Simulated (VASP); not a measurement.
Here is the system:

```
CELL_PARAMETERS angstrom
      3.19006     0.00000     0.00000
     -1.59503     2.76267     0.00000
      0.00000     0.00000    12.40801
ATOMIC_POSITIONS crystal
  Mg 0.33454 0.65711 0.25187
  Mg 0.67348 0.34140 0.75063
  Cl 0.33332 0.67689 0.62550
  Cl 0.66260 0.33270 0.12713
  Cl 0.66795 0.32564 0.37213
  Cl 0.32812 0.66626 0.87273
```

These are PBE GGA, VASP's PBE PAW potentials (set 64) (plane waves; VASP) values and carry that method's errors. Numerical set-up: 300 eV cut-off, 5×5×1 Γ-centred mesh, Gaussian smearing of 0.20 eV, potentials Mg Cl.

At this cut-off the stress carries a Pulay error, which pulls relaxed volumes low.

Problem. What does the run give for the energy per atom (σ→0), pressure, largest force?

Solution. 
The energy per atom (σ→0) is -3.159 eV/atom and the pressure is 16.03 GPa. The largest force comes out as 1.030 eV/Å.

Only differences to runs with the same potentials and settings are physical.

The structure was generated: MgCl2 was put into an ordered model structure, which need not be its known phase. The cell was not relaxed at this level, atoms are displaced from their ideal sites. The k-mesh is coarse (spacing up to 0.51 per Å, 2π included), so the numbers may not be converged in it.
